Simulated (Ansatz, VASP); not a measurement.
# Cross-check of SnSe2 between VASP and Ansatz, part 2 of 2

Wanted: the spread between two codes on one cell, functional and k mesh. The cell is taken from a series of runs on this material, whose earlier steps may have relaxed, scaled, displaced or heated it; both programs get it as it stands.

VASP 6.6.1 and Ansatz 0.2.0.

So far: Set-up; Ansatz: single point, HSE06, spin-orbit coupling.

### 3. VASP: single point, HSE06, spin-orbit coupling

Level of this step: HSE06, spin-orbit coupling; plane waves and PAW (Sn_d, Se) (VASP).

The same cell, functional, mesh and smearing now go to VASP, with its own data sets.

Lines of VASP's logs that name or quote its potential files are left out, and so is its time.

The run reads the wave functions of an earlier VASP run, which isn't shown here.

Contents of INCAR:

```
SYSTEM = SnSe2
PREC = Accurate
ENCUT = 400
EDIFF = 1E-06
NELM = 100
ISMEAR = -1
SIGMA = 0.02
LREAL = .FALSE.
ALGO = Normal
LHFCALC = .TRUE.
AEXX = 0.25
GGA = PE
HFSCREEN = 0.208
LASPH = .TRUE.
LNONCOLLINEAR = .TRUE.
MAGMOM = 0 0 0 0 0 0 0 0 0
NBANDS = 38
GGA_COMPAT = .FALSE.
LSORBIT = .TRUE.
PRECFOCK = Fast
LORBIT = 11
LWAVE = .FALSE.
LCHARG = .FALSE.
KPAR = 8
NCORE = 2
ISIF = 2
```

Contents of POSCAR:

```
SnSe2
1.0
    3.8110000000      0.0000000000      0.0000000000
   -1.9055000000      3.3004228138      0.0000000000
    0.0000000000      0.0000000000      6.1360000000
Sn Se
1 2
Direct
    0.0000000000      0.0000000000      0.0000000000
    0.3333333333      0.6666666667      0.2614399677
    0.6666666667      0.3333333333      0.7385600323
```

Contents of KPOINTS:

```
Automatic mesh
0
Gamma
6 6 2
0 0 0
```

Potentials, in the order of the species: Sn_d and Se (PBE family, release 64).

The run is started by

```sh
$ mpirun -np 16 vasp_ncl
```

Numbers of over 12 decimals in the logs are rounded to 6 here.

Log:

```text
[banner, memory and clock lines left out]
running   16 mpi-ranks, on    1 nodes
 distrk:  each k-point on    2 cores,    8 groups
 distr:  one band on    2 cores,    1 groups

 POSCAR found type information on POSCAR SnSe
 POSCAR found :  2 types and       3 ions
 LDA part: xc-table for (Slater+PW92), standard interpolation
 found WAVECAR, reading the header
 POSCAR, INCAR and KPOINTS ok, starting setup
 FFT: planning ... GRIDC
 FFT: planning ... GRID_SOFT
 FFT: planning ... GRID
 reading WAVECAR
 the WAVECAR file was read successfully
 initial charge from wavefunction
 entering main loop
       N       E                     dE             d eps       ncg     rms          rms(c)
DAV:   1    -0.145905969195E+02   -0.14591E+02   -0.61024E-01  1104   0.712E+00    0.204E+00
DAV:   2    -0.145999435463E+02   -0.93466E-02   -0.49041E-02  1166   0.132E+00    0.134E+00
DAV:   3    -0.145982473186E+02    0.16962E-02   -0.35873E-03  1586   0.468E-01    0.798E-01
DAV:   4    -0.145978435332E+02    0.40379E-03   -0.55215E-04  1200   0.185E-01    0.453E-01
DAV:   5    -0.145976887057E+02    0.15483E-03   -0.99610E-05  1218   0.950E-02    0.254E-01
DAV:   6    -0.145976341061E+02    0.54600E-04   -0.46000E-05  1148   0.557E-02    0.137E-01
DAV:   7    -0.145976200716E+02    0.14034E-04   -0.15020E-05  1086   0.278E-02    0.757E-02
DAV:   8    -0.145976162224E+02    0.38492E-05   -0.30884E-06  1076   0.145E-02    0.426E-02
DAV:   9    -0.145976156109E+02    0.61155E-06   -0.85178E-07   834   0.871E-03
   1 F= -.14597616E+02 E0= -.14597616E+02  d E =-.111949E-11  mag=     0.0000     0.0000     0.0000
```

Parts of OUTCAR (step 3):

```text
ion  position               nearest neighbor table
   1  0.000  0.000  0.000-   2 2.72   3 2.72   2 2.72   3 2.72   3 2.72   2 2.72
   2  0.333  0.667  0.261-   1 2.72   1 2.72   1 2.72
   3  0.667  0.333  0.739-   1 2.72   1 2.72   1 2.72

  LATTYP: Found a hexagonal cell.
 ALAT       =     3.8110000000
 C/A-ratio  =     1.6100760955

 Subroutine GETGRP returns: Found 12 space group operations
 (whereof 12 operations were pure point group operations)

The static configuration has the point symmetry D_3d.

 Found     14 irreducible k-points:

   k-points           NKPTS =     14   k-points in BZ     NKDIM =     72   number of bands    NBANDS=     38

   dimension x,y,z NGX =    28 NGY =   28 NGZ =   40
   dimension x,y,z NGXF=    56 NGYF=   56 NGZF=   80

   ENCUT  =  400.0 eV  29.40 Ry    5.42 a.u.   6.21  6.21 10.01*2*pi/ulx,y,z

   NELECT =      26.0000    total number of electrons

 k-points in reciprocal lattice and weights: Automatic mesh
   0.00000000  0.00000000  0.00000000       0.014
   0.16666667 -0.00000000  0.00000000       0.083
   0.33333333  0.00000000  0.00000000       0.083
   0.50000000  0.00000000  0.00000000       0.042
   0.16666667  0.16666667  0.00000000       0.083
   0.33333333  0.16666667  0.00000000       0.167
   0.33333333  0.33333333  0.00000000       0.028
   0.00000000  0.00000000  0.50000000       0.014
   0.16666667 -0.00000000  0.50000000       0.083
[...]
0.33333333  0.16666667  0.50000000       0.167
   0.33333333  0.33333333  0.50000000       0.028

  exchange ACFDT corr.  =         0.00000000  see jH, gK, PRB 81, 115126

 average (electrostatic) potential at core
       1 -96.7681       2 -49.7260       3 -49.7260

 E-fermi :   4.2599

 k-point     1 :       0.0000    0.0000    0.0000
  band No.  band energies     occupation
    ...
     22       3.2967      1.00000
     23       3.5118      1.00000
     24       3.5118      1.00000
     25       3.6189      1.00000
     26       3.6189      1.00000
     27       5.3968      0.00000
     28       5.3968      0.00000
     29       7.6065      0.00000
     30       7.6065      0.00000
     31       9.0890      0.00000
    ...

 k-point     2 :       0.1667   -0.0000    0.0000
  band No.  band energies     occupation
    ...
     22       2.3060      1.00000
     23       3.5045      1.00000
     24       3.5045      1.00000
     25       3.7567      1.00000
     26       3.7567      1.00000
     27       6.6475      0.00000
     28       6.6475      0.00000
     29       8.2344      0.00000
     30       8.2344      0.00000
     31       9.3260      0.00000
    ...

 k-point     3 :       0.3333    0.0000    0.0000
  band No.  band energies     occupation
    ...
     22       1.3551      1.00000
     23       2.9141      1.00000
     24       2.9141      1.00000
     25       3.5452      1.00000
     26       3.5452      1.00000
     27       5.8800      0.00000
     28       5.8800      0.00000
     29       8.3908      0.00000
     30       8.3908      0.00000
     31       9.8707      0.00000
    ...

  Total        0.0912128      0.0912128     -0.6542733      0.0000000      0.0000000      0.0000000
  in kB        1.8935314      1.8935314    -13.5823806      0.0000000      0.0000000      0.0000000
  external PRESSURE =      -3.2651060 kB  Pullay stress =       0.0000000 kB

  energy-cutoff  :      400.00
  volume of cell :       77.18
      direct lattice vectors                 reciprocal lattice vectors
     3.811000000  0.000000000  0.000000000     0.262398321  0.151495741  0.000000000
    -1.905500000  3.300422814  0.000000000     0.000000000  0.302991482  0.000000000
     0.000000000  0.000000000  6.136000000     0.000000000  0.000000000  0.162972621

 POSITION                                       TOTAL-FORCE (eV/Angst)
 -----------------------------------------------------------------------------------
      0.00000      0.00000      0.00000         0.000000      0.000000      0.000000
     -0.00000      2.20028      1.60420        -0.000000      0.000000     -0.505293
      1.90550      1.10014      4.53180         0.000000      0.000000      0.505293
 -----------------------------------------------------------------------------------
    total drift:                               -0.000000      0.000000     -0.000001

  FREE ENERGIE OF THE ION-ELECTRON SYSTEM (eV)
  ---------------------------------------------------
  free  energy   TOTEN  =       -14.5976156109 eV

  energy  without entropy=      -14.5976156109  energy(sigma->0) =      -14.59761561

 Spin-Orbit-Coupling matrix elements
 Ion:    1  E_soc:     -0.0821723
 Ion:    2  E_soc:     -0.0440903
 Ion:    3  E_soc:     -0.0440903

 total charge
# of ion       s       p       d       tot
------------------------------------------
    1        1.045   1.018  10.106  12.169
    2        1.498   2.345   0.028   3.871
    3        1.498   2.345   0.028   3.871
--------------------------------------------------
tot          4.040   5.708  10.161  19.910

 magnetization (x)
# of ion       s       p       d       tot
------------------------------------------
    1        0.000  -0.000  -0.000  -0.000
    2        0.000  -0.000   0.000  -0.000
    3        0.000   0.000   0.000   0.000
--------------------------------------------------
tot          0.000  -0.000  -0.000  -0.000

 magnetization (y)
# of ion       s       p       d       tot
------------------------------------------
    1        0.000   0.000   0.000   0.000
    2        0.000   0.000  -0.000   0.000
    3       -0.000   0.000  -0.000   0.000
--------------------------------------------------
tot          0.000   0.000  -0.000   0.000

 magnetization (z)
# of ion       s       p       d       tot
------------------------------------------
    1        0.000   0.000   0.000   0.000
    2        0.000   0.000   0.000   0.000
    3        0.000   0.000   0.000   0.000
--------------------------------------------------
tot          0.000   0.000   0.000   0.000

[... 3 further parts left out ...]
```

The k-mesh is coarse for exact exchange; levels may shift by about 0.1 eV on a finer one.

### 4. Side by side

Known differences besides the potentials themselves: spin-orbit coupling enters by fully relativistic files in Ansatz and inside the spheres in VASP; exact exchange at q = 0 is treated differently, which shows on coarse meshes; VASP keeps PBE cores, Ansatz makes them for the functional; the data sets hold 46 valence electrons in Ansatz (on its PAW fully relativistic soft_1 files) and 26 in VASP; the cutoff is 420 eV in Ansatz and 400 eV in VASP; VASP takes a coarser grid for exact exchange (PRECFOCK = Fast). Total energies have different zeros and are not compared.

Compared:

```csv
quantity,Ansatz,VASP,difference
gap on the k mesh (eV),1.219,1.229,-0.009
```

A gap on the mesh is an upper bound, since the band edges may lie between its points.

### 5. What came out

```yaml
difference_in_gap_on_the_k_mesh_single_point_hse06_spin_orbit_coupling: -0.0093 eV
```

What this shows: The difference in gap on the k mesh is -0.0093 eV (single point, HSE06, spin-orbit coupling), within the 0.08 eV picked in this series as the mark of a large difference. The data sets hold unlike numbers of valence electrons (46 in Ansatz and 26 in VASP), so part of the differences may come from the potentials. Such differences can come from data sets, numerical settings and the points named under the comparisons, not from the functional's error against experiment.

[Lines on the potential files, build, host, timing and source positions are cut from VASP's logs without a mark.]

[Logs are printed without paths, hosts, clocks, repeated set-up lines and the standing remarks that a program may print on its own settings, such as how far it seeks lower states.]

[Hosts, paths, dates, database ids (printed as entryN), source tags and the programs' standing remarks are cut or masked in the printed files.]
